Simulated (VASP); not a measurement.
Here is the system:

```
CELL_PARAMETERS angstrom
      1.82226    -3.15625     0.00000
      1.82226     3.15625     0.00000
      0.00000     0.00000     5.87340
ATOMIC_POSITIONS crystal
  Hf 0.00000 0.00000 0.00000
  S  0.33333 0.66667 0.25000
  S  0.66667 0.33333 0.75000
```

Method: PBE GGA, VASP's PBE PAW potentials (set 64) (plane waves; VASP 6.6.1). Settings: 300 eV cut-off, 8×8×5 Γ-centred mesh, Fermi-Dirac smearing of 0.010 eV, potentials Hf_pv S.

Unless said otherwise, spin-orbit coupling is left out, though it shifts the bands of the heavy elements here.

Task: Give the energies of bands 6 to 14 at the high-symmetry points, in eV from the valence-band maximum.

Result: 
| band | Γ | M | K | A | L | H |
|---|---|---|---|---|---|---|
| 6 | -4.80 | -4.83 | -4.04 | -3.62 | -4.95 | -3.70 |
| 7 | -2.72 | -2.86 | -3.51 | -2.67 | -3.53 | -3.70 |
| 8 | -2.72 | -2.55 | -3.51 | -2.67 | -2.62 | -3.70 |
| 9 | -0.14 | -2.44 | -2.20 | -1.92 | -2.39 | -2.28 |
| 10 | -0.14 | -2.05 | -2.20 | -0.29 | -1.09 | -1.85 |
| 11 | 0.00 | -1.38 | -1.68 | -0.29 | -0.92 | -1.85 |
| 12 | 1.92 | 1.11 | 2.54 | 1.88 | 0.98 | 2.73 |
| 13 | 1.92 | 3.93 | 3.56 | 1.88 | 3.92 | 3.19 |
| 14 | 2.45 | 3.99 | 3.56 | 2.70 | 4.03 | 3.19 |

The gap is indirect, 0.98 eV, from the valence maximum at Γ to the conduction minimum at L.

The structure is a typed HfS2 crystal (P-3m1). The cell was not relaxed at this level.
